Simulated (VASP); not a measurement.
```
CELL_PARAMETERS angstrom
      4.05260    -2.20733     0.01272
      4.01994     2.14679     0.01272
      2.85074    -0.02138     3.59229
ATOMIC_POSITIONS crystal
  Sb 0.22923 0.23453 0.23194
  Sb 0.77077 0.76547 0.76806
```

These are r2SCAN meta-GGA, VASP's PBE PAW potentials (set 64) (plane waves; VASP) values and carry that method's errors. Run with 480 eV cut-off, 8×8×8 Γ-centred mesh, Gaussian smearing of 0.050 eV, potentials Sb.

Unless said otherwise, spin-orbit coupling is left out, though it shifts the bands of the heavy elements here.

### Question
Predict the energy per atom (σ→0), band gap (on the k-mesh) with the smallest direct gap where there is one.

### Answer

```json
{
 "band gap (on the k-mesh)": "none (metal, semimetal or under 0.01 eV)",
 "energy per atom (σ→0)": "-25.698 eV/atom"
}
```

Only differences to runs with the same potentials and settings are physical.

The compound is Sb in the a7 structure. This cell was strained or had an atom moved on purpose. Symmetry was kept, so distortions that lower it aren't found.
